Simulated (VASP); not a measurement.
```
CdSe
1.0
    4.37581     0.00000     0.00000
   -2.18791     3.78956     0.00000
    0.00000     0.00000     7.15213
Cd Se
2 2
Cartesian
  0.00000   2.52638   7.15155
  2.18791   1.26319   3.57549
  0.00000   2.52638   2.68263
  2.18791   1.26319   6.25869
```

Computed with PBE GGA, VASP's PBE PAW potentials (set 64) (plane waves; VASP 6.6.1). Numerical set-up: 400 eV cut-off, Gaussian smearing of 0.050 eV, potentials Cd Se.

**Question.** Give the energies of bands 13 to 21 at the high-symmetry points, in eV from the valence-band maximum.

**Answer.** 
```tsv
band	Γ	M	K	A	L	H
13	-4.10	-3.96	-3.59	-2.55	-3.96	-3.86
14	-0.69	-3.44	-3.59	-2.55	-3.96	-3.86
15	-0.69	-2.44	-2.79	-0.36	-1.25	-2.22
16	-0.05	-1.69	-1.72	-0.36	-1.25	-2.22
17	0.00	-1.22	-1.72	-0.36	-1.22	-1.03
18	0.00	-0.69	-1.53	-0.36	-1.22	-1.03
19	0.54	3.10	4.32	2.27	2.89	3.65
20	2.16	3.33	4.56	2.27	2.89	3.65
21	5.86	4.77	4.56	5.76	4.83	5.80
```

The gap is direct, 0.54 eV, from the valence maximum at Γ to the conduction minimum at Γ.

The structure was generated: CdSe was put into the wurtzite type (P6_3mc), which need not be its known phase. It was relaxed first.
